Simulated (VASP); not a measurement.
For cubic LiBr (rock salt), LDA (Ceperley-Alder, Perdew-Zunger), VASP's LDA PAW potentials (set 64) in VASP gives ε∞ = 3.69, a static ε₀ = 11.48 and a transverse optical mode at 195 cm⁻¹.

Estimate the longitudinal optical frequency at Γ.

By the Lyddane-Sachs-Teller relation, ω_LO = ω_TO √(ε₀/ε∞) = 195 × √(11.48/3.69) = 344 cm⁻¹.

Measured: ε∞ 3.16 at 297 K (computed value off by +16.9 %), as given by H. H. Li, Journal of Physical and Chemical Reference Data (1976), doi:10.1063/1.555536 [long-wavelength limit of the electronic terms of a dispersion formula fitted to measured refractive indices over 0.21-20.0 um; lattice terms left out].

The compound is LiBr in the rock salt structure. It was relaxed first, which changed the volume by -10 %.
